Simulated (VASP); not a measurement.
A convergence study with VASP on Cu2O (space group no. 224 when undisturbed): a few settings are varied, all else stays as given below, so the limit is that of these other settings. One atom is moved off its site, so that forces are finite.

```
Cu2O
1.0
    4.25719     0.00000     0.00000
    0.00000     4.25719     0.00000
    0.00000     0.00000     4.25719
Cu O
4 2
Direct
  0.75000   0.25000   0.75000
  0.25000   0.75000   0.75000
  0.75000   0.75000   0.25000
  0.25678   0.25678   0.25678
  0.00000   0.00000   0.00000
  0.50000   0.50000   0.50000
```

All values below come from PBEsol GGA, VASP's PBE PAW potentials (set 64) (plane waves; VASP). The last row used: 400 eV cut-off, 12×12×12 Γ-centred mesh shifted by (0.5, 0.5, 0.5), Fermi-Dirac smearing of 0.010 eV, potentials Cu O.

Gaps are read on the run's mesh, which can miss a band edge.

| setting | E (eV/atom) | pressure (GPa) | largest force (eV/Å) | gap on the mesh (eV) | irreducible k-points |
|---|---|---|---|---|---|
| 2×2×2 mesh | -5.0422 | -6.07 | 1.273 | 2.308 | 2 |
| 3×3×3 mesh | (withheld) | (withheld) | (withheld) | (withheld) | 6 |
| 4×4×4 mesh | -4.9955 | -5.30 | 1.271 | 1.032 | 10 |
| 5×5×5 mesh | -4.9940 | -5.24 | 1.271 | 0.847 | 19 |
| 6×6×6 mesh | -4.9936 | -5.11 | 1.271 | 0.744 | 28 |
| 7×7×7 mesh | -4.9933 | -5.09 | 1.270 | 0.682 | 44 |
| 8×8×8 mesh | -4.9932 | -5.14 | 1.270 | 0.641 | 60 |
| 9×9×9 mesh | -4.9933 | -5.08 | 1.270 | 0.612 | 85 |
| 10×10×10 mesh | -4.9933 | -5.08 | 1.270 | (withheld) | 110 |
| 11×11×11 mesh | -4.9933 | -5.07 | 1.270 | 0.577 | 146 |
| 12×12×12 mesh | -4.9933 | -5.08 | 1.270 | 0.565 | 182 |

**Question.** Fill in the missing entries.

**Answer.** 
- 10×10×10 mesh, gap on the mesh (eV): 0.592
- 3×3×3 mesh, E (eV/atom): -4.9965
- 3×3×3 mesh, pressure (GPa): -5.50
- 3×3×3 mesh, largest force (eV/Å): 1.266
- 3×3×3 mesh, gap on the mesh (eV): 1.409

Left out are rungs that failed or repeat a setting and relaxations that didn't move; long series are thinned to 24 rows.

The structure is a typed Cu2O crystal (space group no. 224). The cell was not relaxed at this level, it is distorted from the ideal structure.
